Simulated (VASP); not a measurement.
```
BN
1.0
    0.00000     1.79180     1.79180
    1.79180     0.00000     1.79180
    1.79180     1.79180     0.00000
B N
1 1
Direct
  0.00000   0.00000   0.00000
  0.25000   0.25000   0.25000
```

Calculation: LDA (Ceperley-Alder, Perdew-Zunger), VASP's LDA PAW potentials (set 64) (plane waves; VASP). Numerical set-up: 520 eV cut-off, 14×14×14 Γ-centred mesh, tetrahedra with Blöchl corrections, potentials B N.

What does the run give for the energy per atom (σ→0), band gap (on the k-mesh) with the smallest direct gap where there is one?

```json
{
  "band gap (on the k-mesh)": "4.37 eV",
  "smallest direct gap (on the k-mesh)": "8.81 eV",
  "energy per atom (σ→0)": "-9.707 eV/atom"
}
```

The absolute energy has meaning only against runs of the same code, potentials and settings.

The compound is BN in the zinc blende structure. It was relaxed first.
